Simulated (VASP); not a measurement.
Input for VASP

File POSCAR:
```
SiC
1
    1.5385284524    -2.6648092055     0.0000000000
    1.5385284524     2.6648092055     0.0000000000
    0.0000000000     0.0000000000     5.0519806083
Si C
2 2
Direct
  0.6666670000   0.3333330000   0.4996384767
  0.3333330000   0.6666670000   0.9996384767
  0.6666670000   0.3333330000   0.8753615233
  0.3333330000   0.6666670000   0.3753615233
```

INCAR:
```
# general
SYSTEM=SiC
PREC  =Accurate
ENCUT =620
LREAL =F
LASPH =T

# electronic loop
EDIFF =1E-6
NELM  =100
ALGO  =Normal

# smearing
ISMEAR=0
SIGMA =0.05

# functional
GGA   =PS

# ions
IBRION=2
NSW   =40
ISIF  =3
EDIFFG=-0.02

# output
LWAVE =F
LCHARG=F
```

KPOINTS:
```
Regular mesh
0
gamma
8 8 5
```

POTCAR, in this order: Si C (PBE.64 set). Program: vasp_std.

Translate this PBEsol calculation to Quantum ESPRESSO's pw.x.

One equivalent input (not run):
```
&CONTROL
  calculation = 'vc-relax'
  pseudo_dir = './pseudo'
  outdir = './out'
  tprnfor = .true.
  tstress = .true.
  nstep = 40
  forc_conv_thr = 0.00078
/
&SYSTEM
  ibrav = 0
  nat = 4
  ntyp = 2
  ecutwfc = 82
  occupations = 'smearing'
  smearing = 'gaussian'
  degauss = 0.003675
  input_dft = 'pbesol'
/
&ELECTRONS
  conv_thr = 7.3e-08
  electron_maxstep = 100
/
&IONS
/
&CELL
/
ATOMIC_SPECIES
  Si 28.085 Si.upf
  C 12.011 C.upf
CELL_PARAMETERS angstrom
     1.5385285   -2.6648092    0.0000000
     1.5385285    2.6648092    0.0000000
     0.0000000    0.0000000    5.0519806
ATOMIC_POSITIONS crystal
  Si   0.6666670  0.3333330  0.4996385
  Si   0.3333330  0.6666670  0.9996385
  C    0.6666670  0.3333330  0.8753615
  C    0.3333330  0.6666670  0.3753615
K_POINTS automatic
  8 8 5 0 0 0
```
What does not carry over: the potentials are each code's own (VASP's PAW set, PseudoDojo norm-conserving files in pw.x), so ENCUT and ecutwfc are chosen apart and not converted; conv_thr bounds pw.x's estimated SCF error, while EDIFF bounds the energy change between steps; forc_conv_thr acts on force components and is met together with etot_conv_thr.

The compound is SiC in the wurtzite structure, the rare 2H polytype. It was relaxed first.
